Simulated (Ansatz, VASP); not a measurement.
# Cross-check of KTaSe3 (perovskite type (invented)) between VASP and Ansatz

Aim: how closely do two programs agree when they are given the same cell, functional and k mesh? The cell is generated by rule, not measured, and may not be a known phase. The cell is taken from a series of runs on this material, whose earlier steps may have relaxed, scaled, displaced or heated it; both programs get it as it stands.

Calculated with Ansatz 0.2.0; plane waves, with VASP 6.6.1 beside it; relaxation of cell and atoms at PBEsol.

### Step 1. Set-up

The structure is cubic, space group Pm-3m (No. 221). Conventional cell: a = 5.047 Å, b = 5.047 Å, c = 5.047 Å, α = 90.00°, β = 90.00°, γ = 90.00°. K has 12 Se at 3.57 Å nearest. Nearest to Ta lie 6 Se at 2.52 Å. Nearest to Se lie 2 Ta at 2.52 Å and 4 K at 3.57 Å. Farther neighbours and most contacts between anions are not listed.

As a file:

```xyz
5
Lattice="5.0471 0.0000 0.0000 0.0000 5.0471 0.0000 0.0000 0.0000 5.0471" Properties=species:S:1:pos:R:3 pbc="T T T"
K     0.0000    0.0000    0.0000
Ta    2.5236    2.5236    2.5236
Se    2.5236    2.5236    0.0000
Se    2.5236    0.0000    2.5236
Se    0.0000    2.5236    2.5236
```

### Step 2. VASP: relaxation of cell and atoms, PBEsol

The relaxed volume is the usual yardstick between codes: in a stiff, nearly cubic crystal its relative difference is about their pressure difference at one cell divided by the bulk modulus.

Lines of VASP's logs that name or quote its potential files are left out, and so is its time.

Contents of INCAR:

```
SYSTEM = KTaSe3
PREC = Accurate
ENCUT = 500
EDIFF = 1E-07
NELM = 120
ISMEAR = 0
SIGMA = 0.1
LREAL = .FALSE.
ALGO = Normal
GGA = PS
NBANDS = 25
LASPH = .TRUE.
LORBIT = 11
LWAVE = .FALSE.
LCHARG = .FALSE.
ISIF = 3
IBRION = 2
NSW = 80
EDIFFG = -0.005
GGA_COMPAT = .FALSE.
NELMIN = 4
KPAR = 2
```

Contents of POSCAR:

```
KTaSe3
1.0
    5.0471020000      0.0000000000      0.0000000000
    0.0000000000      5.0471020000      0.0000000000
    0.0000000000      0.0000000000      5.0471020000
K Ta Se
1 1 3
Direct
    0.0000000000      0.0000000000      0.0000000000
    0.5000000000      0.5000000000      0.5000000000
    0.5000000000      0.5000000000      0.0000000000
    0.5000000000      0.0000000000      0.5000000000
    0.0000000000      0.5000000000      0.5000000000
```

Contents of KPOINTS:

```
Automatic mesh
0
Gamma
8 8 8
0 0 0
```

Potentials, in the order of the species: K_sv, Ta_pv and Se (PBE family, release 64).

Run with:

```sh
$ mpirun -np 2 vasp_std
```

Numbers of over 12 decimals in the logs are rounded to 6 here.

Output:

```text
[banner, memory and clock lines left out]
running    2 mpi-ranks, on    1 nodes
 distrk:  each k-point on    1 cores,    2 groups
 distr:  one band on    1 cores,    1 groups

 POSCAR found type information on POSCAR K TaSe
 POSCAR found :  3 types and       5 ions
|                                                                             |
|               ----> ADVICE to this user running VASP <----                  |
|                                                                             |
|     You enforced a specific xc type in the INCAR file but a different       |
|     [... a line on the potential file left out ...]
|     I HOPE YOU KNOW WHAT YOU ARE DOING!                                     |
|                                                                             |

 LDA part: xc-table for (Slater+PW92), standard interpolation
 POSCAR, INCAR and KPOINTS ok, starting setup
 FFT: planning ... GRIDC
 FFT: planning ... GRID_SOFT
 FFT: planning ... GRID
 WAVECAR not read
 entering main loop
       N       E                     dE             d eps       ncg     rms          rms(c)
DAV:   1     0.254528306967E+03    0.25453E+03   -0.17854E+04  1798   0.133E+03
DAV:   2    -0.148343310328E+02   -0.26936E+03   -0.26390E+03  2126   0.316E+02
DAV:   3    -0.310593667411E+02   -0.16225E+02   -0.16120E+02  2442   0.699E+01
DAV:   4    -0.314728053794E+02   -0.41344E+00   -0.41288E+00  2802   0.981E+00
DAV:   5    -0.314770693590E+02   -0.42640E-02   -0.42629E-02  2447   0.923E-01    0.162E+01
DAV:   6    -0.292727025183E+02    0.22044E+01   -0.10379E+01  1988   0.155E+01    0.677E+00
DAV:   7    -0.291021052602E+02    0.17060E+00   -0.15605E+00  2015   0.649E+00    0.522E+00
DAV:   8    -0.290288150447E+02    0.73290E-01   -0.53220E-01  1952   0.417E+00    0.957E-01
DAV:   9    -0.290025423099E+02    0.26273E-01   -0.10174E-01  2000   0.183E+00    0.245E-01
DAV:  10    -0.290025131653E+02    0.29145E-04   -0.62935E-03  2281   0.430E-01    0.132E-01
DAV:  11    -0.290024570328E+02    0.56133E-04   -0.20079E-03  2126   0.226E-01    0.796E-02
DAV:  12    -0.290023955429E+02    0.61490E-04   -0.68855E-04  1967   0.140E-01    0.310E-02
DAV:  13    -0.290023728576E+02    0.22685E-04   -0.65676E-05  2078   0.459E-02    0.469E-03
DAV:  14    -0.290023734097E+02   -0.55207E-06   -0.59842E-06  2286   0.130E-02    0.339E-03
DAV:  15    -0.290023731350E+02    0.27468E-06   -0.55349E-07  1893   0.445E-03    0.487E-04
DAV:  16    -0.290023731242E+02    0.10837E-07   -0.30098E-08  1014   0.109E-03
   1 F= -.29002373E+02 E0= -.28993924E+02  d E =-.290024E+02
 curvature:   0.00 expect dE= 0.000E+00 dE for cont linesearch  0.000E+00
 trial: gam= 0.00000 g(F)=  0.000E+00 g(S)=  0.410E-03 ort = 0.000E+00 (trialstep = 0.100E+01)
 search vector abs. value=  0.410E-03
 bond charge predicted
       N       E                     dE             d eps       ncg     rms          rms(c)
DAV:   1    -0.290045829377E+02   -0.22098E-02   -0.58157E-02  2047   0.191E+00    0.345E-01
DAV:   2    -0.290029964474E+02    0.15865E-02   -0.43376E-03  2125   0.499E-01    0.135E-01
DAV:   3    -0.290025715587E+02    0.42489E-03   -0.12195E-03  2292   0.170E-01    0.840E-02
DAV:   4    -0.290024315172E+02    0.14004E-03   -0.46964E-04  2497   0.138E-01    0.571E-02
DAV:   5    -0.290024331475E+02   -0.16303E-05   -0.27858E-05  2771   0.348E-02    0.138E-02
DAV:   6    -0.290024313551E+02    0.17924E-05   -0.83461E-06  2862   0.137E-02    0.551E-03
DAV:   7    -0.290024307886E+02    0.56650E-06   -0.80172E-07  2946   0.495E-03    0.843E-04
DAV:   8    -0.290024307714E+02    0.17257E-07   -0.23373E-08  1097   0.118E-03
   2 F= -.29002431E+02 E0= -.28993999E+02  d E =-.576472E-04
 trial-energy change:   -0.000058  1 .order   -0.000061   -0.000410    0.000287
 step:   0.5803(harm=  0.5879)  dis= 0.00000  next Energy=   -29.002491 (dE=-0.118E-03)
 bond charge predicted
       N       E                     dE             d eps       ncg     rms          rms(c)
DAV:   1    -0.290028668250E+02   -0.43604E-03   -0.10234E-02  2045   0.799E-01    0.144E-01
DAV:   2    -0.290025848559E+02    0.28197E-03   -0.75541E-04  2118   0.208E-01    0.565E-02
DAV:   3    -0.290025102481E+02    0.74608E-04   -0.21252E-04  2256   0.713E-02    0.347E-02
DAV:   4    -0.290024871501E+02    0.23098E-04   -0.82472E-05  2489   0.579E-02    0.236E-02
DAV:   5    -0.290024900590E+02   -0.29089E-05   -0.48596E-06  2771   0.147E-02    0.555E-03
DAV:   6    -0.290024907105E+02   -0.65146E-06   -0.14382E-06  2881   0.576E-03    0.234E-03
DAV:   7    -0.290024910758E+02   -0.36532E-06   -0.11157E-07  1559   0.205E-03    0.229E-04
DAV:   8    -0.290024910672E+02    0.85324E-08   -0.15612E-08   942   0.744E-04
   3 F= -.29002491E+02 E0= -.28994052E+02  d E =-.117943E-03
 curvature:  -0.29 expect dE=-0.170E-07 dE for cont linesearch -0.170E-07
 trial: gam=-0.01175 g(F)=  0.105E-63 g(S)=  0.579E-07 ort = 0.487E-05 (trialstep = 0.916E+00)
 search vector abs. value=  0.108E-09
 reached required accuracy - stopping structural energy minimisation
```

OUTCAR, selected parts (step 2):

```text
ion  position               nearest neighbor table
   1  0.000  0.000  0.000-
   2  0.500  0.500  0.500-   3 2.52   4 2.52   5 2.52   3 2.52   4 2.52   5 2.52
   3  0.500  0.500  0.000-   2 2.52   2 2.52
   4  0.500  0.000  0.500-   2 2.52   2 2.52
   5  0.000  0.500  0.500-   2 2.52   2 2.52

  LATTYP: Found a simple cubic cell.
 ALAT       =     5.0471020000

 Subroutine GETGRP returns: Found 48 space group operations
 (whereof 48 operations were pure point group operations)

The static configuration has the point symmetry O_h .

 Found     35 irreducible k-points:

   k-points           NKPTS =     35   k-points in BZ     NKDIM =     35   number of bands    NBANDS=     25

   dimension x,y,z NGX =    40 NGY =   40 NGZ =   40
   dimension x,y,z NGXF=    80 NGYF=   80 NGZF=   80

   ENCUT  =  500.0 eV  36.75 Ry    6.06 a.u.   9.20  9.20  9.20*2*pi/ulx,y,z

   NELECT =      38.0000    total number of electrons

 k-points in reciprocal lattice and weights: Automatic mesh
   0.00000000  0.00000000  0.00000000       0.002
   0.12500000  0.00000000  0.00000000       0.012
   0.25000000  0.00000000  0.00000000       0.012
   0.37500000  0.00000000  0.00000000       0.012
   0.50000000  0.00000000  0.00000000       0.006
   0.12500000  0.12500000  0.00000000       0.023
   0.25000000  0.12500000  0.00000000       0.047
   0.37500000  0.12500000  0.00000000       0.047
   0.50000000  0.12500000  0.00000000       0.023
[...]
0.50000000  0.50000000  0.37500000       0.012
   0.50000000  0.50000000  0.50000000       0.002

 average (electrostatic) potential at core
       1 -34.2822       2 -41.1073       3 -55.1274       4 -55.1274       5 -55.1274

 E-fermi :   2.7317

 k-point     1 :       0.0000    0.0000    0.0000
  band No.  band energies     occupation
    ...
     18       1.9172      2.00000
     19       1.9172      2.00000
     20       2.2245      2.00000
     21       2.2245      2.00000
     22       2.2245      2.00000
     23       4.1688      0.00000
     24       4.1688      0.00000
     25       5.2467      0.00000

 k-point     2 :       0.1250    0.0000    0.0000
  band No.  band energies     occupation
    ...
     16       1.3765      2.00000
     17       1.5851      2.00000
     18       1.9258      2.00000
     19       1.9472      2.00000
     20       1.9472      2.00000
     21       2.7946      0.37427
     22       2.7946      0.37427
     23       4.1791      0.00000
     24       4.6309      0.00000
     25       5.5813      0.00000

 k-point     3 :       0.2500    0.0000    0.0000
  band No.  band energies     occupation
    ...
     16       0.7485      2.00000
     17       1.1621      2.00000
     18       1.9316      2.00000
     19       1.9316      2.00000
     20       1.9468      2.00000
     21       3.6522      0.00000
     22       3.6522      0.00000
     23       4.1980      0.00000
     24       4.9029      0.00000
     25       6.5100      0.00000

  Total        0.0014148      0.0014148      0.0014148      0.0000000      0.0000000     -0.0000000
  in kB        0.0175961      0.0175961      0.0175961      0.0000000      0.0000000     -0.0000000
  external PRESSURE =       0.0175961 kB  Pullay stress =       0.0000000 kB

  energy-cutoff  :      500.00
  volume of cell :      128.82
      direct lattice vectors                 reciprocal lattice vectors
     5.050464264  0.000000000  0.000000000     0.198001599  0.000000000  0.000000000
    -0.000000000  5.050464264  0.000000000    -0.000000000  0.198001599  0.000000000
    -0.000000000 -0.000000000  5.050464264     0.000000000 -0.000000000  0.198001599

 POSITION                                       TOTAL-FORCE (eV/Angst)
 -----------------------------------------------------------------------------------
      0.00000      0.00000      0.00000         0.000000     -0.000000      0.000000
      2.52523      2.52523      2.52523         0.000000      0.000000      0.000000
      2.52523      2.52523      0.00000        -0.000000     -0.000000      0.000000
      2.52523     -0.00000      2.52523        -0.000000     -0.000000      0.000000
     -0.00000      2.52523      2.52523         0.000000     -0.000000      0.000000
 -----------------------------------------------------------------------------------
    total drift:                                0.000000     -0.000000     -0.000000

  FREE ENERGIE OF THE ION-ELECTRON SYSTEM (eV)
  ---------------------------------------------------
  free  energy   TOTEN  =       -29.0024910672 eV

  energy  without entropy=      -28.9856135574  energy(sigma->0) =      -28.99405231

 reached required accuracy - stopping structural energy minimisation

 total charge
# of ion       s       p       d       tot
------------------------------------------
    1        1.953   5.560   0.026   7.538
    2        0.299   6.184   2.247   8.730
    3        1.452   2.415   0.030   3.897
    4        1.452   2.415   0.030   3.897
    5        1.452   2.415   0.030   3.897
--------------------------------------------------
tot          6.607  18.989   2.361  27.958

[... 3 further parts left out ...]
```

CONTCAR:

```
KTaSe3
   1.00000000000000
     5.0504642636318655    0.0000000000000000    0.0000000000000000
    -0.0000000000000000    5.0504642636318655    0.0000000000000000
    -0.0000000000000000   -0.0000000000000000    5.0504642636318655
  K               Ta              Se
     1     1     3
Direct
     0.0000000000000000    0.0000000000000000    0.0000000000000000
     0.5000000000000000    0.5000000000000000    0.5000000000000000
     0.5000000000000000    0.5000000000000000    0.0000000000000000
     0.5000000000000000    0.0000000000000000    0.5000000000000000
     0.0000000000000000    0.5000000000000000    0.5000000000000000
```

[end of part 1 of 2]

[Lines on the potential files, build, host, timing and source positions are cut from VASP's logs without a mark.]

[Logs are printed without paths, hosts, clocks, repeated set-up lines and the standing remarks that a program may print on its own settings, such as how far it seeks lower states.]

[Hosts, paths, dates, database ids (printed as entryN), source tags and the programs' standing remarks are cut or masked in the printed files.]
